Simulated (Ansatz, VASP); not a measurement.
## As2Se in VASP and in Ansatz

File INCAR:

```
SYSTEM = As2Se
ALGO = Normal
EDIFF = 1E-6
ENCUT = 520
GGA = PE
ISIF = 2
ISMEAR = 0
LASPH = .TRUE.
LCHARG = .FALSE.
LREAL = .FALSE.
LWAVE = .FALSE.
NBANDS = 25
NELM = 60
PREC = Accurate
SIGMA = 0.1
```

The input KPOINTS:

```
k-points
0
G
  4 4 4
  0 0 0
```

File POSCAR:

```
As2Se
1.0
   -3.5294180000      3.5294180000      2.6535710000
    3.5294180000     -3.5294180000      2.6535710000
    3.5294180000      3.5294180000     -2.6535710000
As Se
4 2
Direct
    0.8750000000      0.1250000000      0.7500000000
    0.3750000000      0.1250000000      0.2500000000
    0.8750000000      0.6250000000      0.7500000000
    0.8750000000      0.1250000000      0.2500000000
    0.5000000000      0.5000000000      0.0000000000
    0.2500000000      0.7500000000      0.5000000000
```

Input for Ansatz:

```yaml
crystal:
  lattice:
    - [-3.529418, 3.529418, 2.653571]
    - [3.529418, -3.529418, 2.653571]
    - [3.529418, 3.529418, -2.653571]
  atoms:
    - { symbol: As, position: [0.875, 0.125, 0.75] }
    - { symbol: As, position: [0.375, 0.125, 0.25] }
    - { symbol: As, position: [0.875, 0.625, 0.75] }
    - { symbol: As, position: [0.875, 0.125, 0.25] }
    - { symbol: Se, position: [0.5, 0.5, 0.0] }
    - { symbol: Se, position: [0.25, 0.75, 0.5] }
basis:
  ecutwfc: 420
kpoints:
  mp_grid: { grid: [4, 4, 4] }
hamiltonian:
  xc: pbe
scf:
  occupations: { method: gaussian, width: 0.1 }
output:
  forces: true
  stress: true
  eigenvalues: true
```

The cell comes from a database or a generator and needn't be the stable form of this composition.

Alike in both runs: task single point; functional PBE; k mesh 4 × 4 × 4; occupations gaussian, width 0.1 eV; no spin polarisation.

```csv
,VASP,Ansatz
version,VASP 6.6.1,Ansatz 0.2.0
potentials or method,"VASP PAW PBE potentials, release 64 (As, Se)","scalar-relativistic, plane waves, PAW"
plane-wave cutoff (eV),520,420
valence electrons in the cell,32,92
```

|  | VASP | Ansatz | Ansatz less VASP |
| --- | --- | --- | --- |
| gap on the k mesh at the Fermi level (eV) | none | none | - |
| pressure (GPa) | -0.4 | -0.4 | -0.08 |
| largest component of the traceless stress (GPa) | 0.99 | 1.02 | +0.027 |

A gap of «none» marks a metal or a gap that the smearing closes. The functional is the same, so the differences come from potentials, cutoffs and numerics. The two sets of potentials don't hold the same shells in valence.

Caveats: the k mesh is coarse (spacing up to 0.37 Å⁻¹), so the values aren't converged.
